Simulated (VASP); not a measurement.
The system is ReSbN.

```
Re Sb N
1.0
     3.43212    0.00000    0.00000
     0.00000    3.43212    0.00000
     0.00000    0.00000    8.59263
Re Sb N
2 2 2
Direct
  0.00000 0.50000 0.87324
  0.50000 0.00000 0.12676
  0.00000 0.50000 0.33346
  0.50000 0.00000 0.66654
  0.00000 0.00000 0.00000
  0.50000 0.50000 0.00000
```

The cell comes from a database or a generator and needn't be the stable form of this composition.

| Quantity | Value |
| --- | --- |
| Program | VASP 6.6.1 |
| Task | single point |
| Functional | PBE |
| Potentials or basis | VASP PAW PBE potentials, release 64 (Re, Sb, N) |
| Cutoff | 520 eV |
| k mesh | 8 × 8 × 3 |
| Occupations | fermi-dirac, width 0.05 eV |
| Spin | no spin polarisation |

On this cell: pressure 0.0 GPa; largest force 0.061 eV/Å; band gap on the k mesh none (metal or under the smearing width).

The same run follows on a disturbed copy (atoms moved at random, drawn with an rms of 0.05 Å):

```xyz
6
Lattice="3.4321 0.0000 0.0000 0.0000 3.4321 0.0000 0.0000 0.0000 8.5926" Properties=species:S:1:pos:R:3 pbc="T T T"
Re   -0.0034    1.7403    7.5029
Re    1.7061    0.0215    1.0972
Sb   -0.0052    1.6801    2.8500
Sb    1.7195    0.0107    5.7043
N     0.0550   -0.0315    0.0156
N     1.6842    1.7112   -0.0306
```

Q: What changes?

A: The energy (extrapolated to zero smearing) moves by +17.7 meV/atom; pressure 0.2 GPa; largest force 1.774 eV/Å; band gap on the k mesh none (metal or under the smearing width).

Forces in eV/Å, atoms in the order of the input:
```
Re  -0.279 -0.864 -0.238
Re   0.925 -0.644 -0.204
Sb   0.045  0.151  0.036
Sb  -0.075  0.021  0.164
N   -1.424  1.030 -0.243
N    0.808  0.307  0.485
```

Stress tensor (GPa, compression positive):
```
 1.07  0.04  2.49
 0.04 -1.11  0.94
 2.49  0.94  0.50
```

Caveats: this functional lacks dispersion, which binds the layers, so the pressure and a relaxed spacing across them are unreliable (some runs).
